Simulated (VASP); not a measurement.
Crystal: Al2InN3.

```
Al In N
1.0
     3.35000    0.00000    0.00000
    -1.67500    2.90119    0.00000
     0.00000    0.00000    8.20000
Al In N
2 1 3
Direct
  0.33333 0.66667 0.00000
  0.66667 0.33333 0.33330
  0.00000 0.00000 0.66670
  0.00000 0.00000 0.91670
  0.33333 0.66667 0.25000
  0.66667 0.33333 0.58330
```

The cell was built by a generator and needn't be a form met in nature.

```yaml
Program: VASP 6.6.1
Task: relaxation of cell and atoms
Functional: PBE
Potentials_or_basis: VASP PAW PBE potentials, release 64 (Al, In_d, N)
Cutoff: 520 eV
k_mesh: 5 × 5 × 2
Occupations: gaussian, width 0.15 eV
Spin: no spin polarisation
```

At the start: pressure -6.5 GPa; volume 13.28 Å³/atom.

**Question.** How do energy, volume and symmetry change on relaxing?

**Answer.** Over 8 steps the energy falls by 152.9 meV/atom and the volume is 12.36 Å³/atom (-6.9 %); space group P3m1 (No. 156, to 0.05 Å).

Step by step:
| step | energy change (eV) | largest force (eV/Å) | pressure (GPa) | volume (Å³) |
| --- | --- | --- | --- | --- |
| 1 | 0.0000 | 3.3325 | -6.48 | 79.70 |
| 2 | -0.7223 | 1.8025 | 2.36 | 73.66 |
| 3 | -0.7226 | 1.8922 | 3.00 | 73.48 |
| 4 | -0.9063 | 0.3754 | -0.67 | 74.21 |
| 5 | -0.9070 | 0.3696 | -0.15 | 74.16 |
| 6 | -0.9129 | 0.3759 | 0.24 | 74.06 |
| 7 | -0.9158 | 0.1692 | 0.14 | 74.10 |
| 8 | -0.9174 | 0.0596 | -0.20 | 74.19 |

Final structure:
```yaml
crystal:
  lattice:
    - [3.25715, 0.00000, 0.00000]
    - [-1.62857, 2.82077, 0.00000]
    - [0.00000, 0.00000, 8.07483]
  atoms:
    - { symbol: Al, position: [0.33333, 0.66667, 0.01331] }
    - { symbol: Al, position: [0.66667, 0.33333, 0.32301] }
    - { symbol: In, position: [0.00000, 0.00000, 0.66905] }
    - { symbol: N, position: [0.00000, 0.00000, 0.94204] }
    - { symbol: N, position: [0.33333, 0.66667, 0.24851] }
    - { symbol: N, position: [0.66667, 0.33333, 0.55408] }
```

Caveat: the k mesh is coarse (spacing up to 0.43 Å⁻¹), so the values aren't converged.
